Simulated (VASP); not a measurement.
# BeAu3 in VASP: convergence with k mesh

BeAu3:

```
Au Be
1.0
     4.01171    0.00000    0.00000
     0.00000    4.01171    0.00000
     0.00000    0.00000    4.01171
Au Be
3 1
Direct
  0.50000 0.50000 0.00000
  0.50000 0.00000 0.50000
  0.00000 0.50000 0.50000
  0.00000 0.00000 0.00000
```

The cell comes from a database or a generator and needn't be the stable form of this composition.

- Program: VASP 6.6.1
- Task: single point
- Functional: PBE
- Potentials or basis: VASP PAW PBE potentials, release 64 (Au, Be)
- Cutoff: 520 eV
- k mesh: 2 × 2 × 2
- Occupations: methfessel-paxton, width 0.1 eV
- Spin: no spin polarisation

These are the settings of the first run; the series varies k mesh, with any setting tied to it.

Hardware: 1 thread of Intel(R) Xeon(R) Platinum 8375C CPU @ 2.90GHz (Ice Lake) (shared host).

Question: The values tried are 2 × 2 × 2, 3 × 3 × 3, 4 × 4 × 4, 5 × 5 × 5, 6 × 6 × 6, 8 × 8 × 8, 9 × 9 × 9, 11 × 11 × 11, loosest first. From which on does the pressure stay within 0.1 GPa of the tightest run that finished?

Answer: From 9 × 9 × 9 on.

| k mesh | energy less the tightest run, at zero smearing (meV/atom) | pressure (GPa) | SCF cycles | CPU time (s) | peak memory (GiB) |
| --- | --- | --- | --- | --- | --- |
| 2 × 2 × 2 | -25.12 | -1.45 | 14 | 6.9 | 0.16 |
| 3 × 3 × 3 | 111.92 | 1.34 | 14 | 6.9 | 0.16 |
| 4 × 4 × 4 | -9.32 | -0.90 | 14 | 11 | 0.16 |
| 5 × 5 × 5 | -16.42 | -1.50 | 14 | 11 | 0.16 |
| 6 × 6 × 6 | 3.86 | -1.53 | 14 | 19 | 0.17 |
| 8 × 8 × 8 | 2.48 | -1.52 | 14 | 32 | 0.19 |
| 9 × 9 × 9 | 6.81 | -1.34 | 14 | 30 | 0.18 |
| 11 × 11 × 11 | 0.00 | -1.36 | 14 | 51 | 0.21 |

Not settled before the last step: the energy (to 1 meV/atom). Meshes of other sizes hit other points, so gaps and Fermi surfaces needn't settle smoothly. The tightest run that finished is the yardstick and may itself not be fully converged.

Spin-orbit coupling is left out, which matters for the levels of Au.
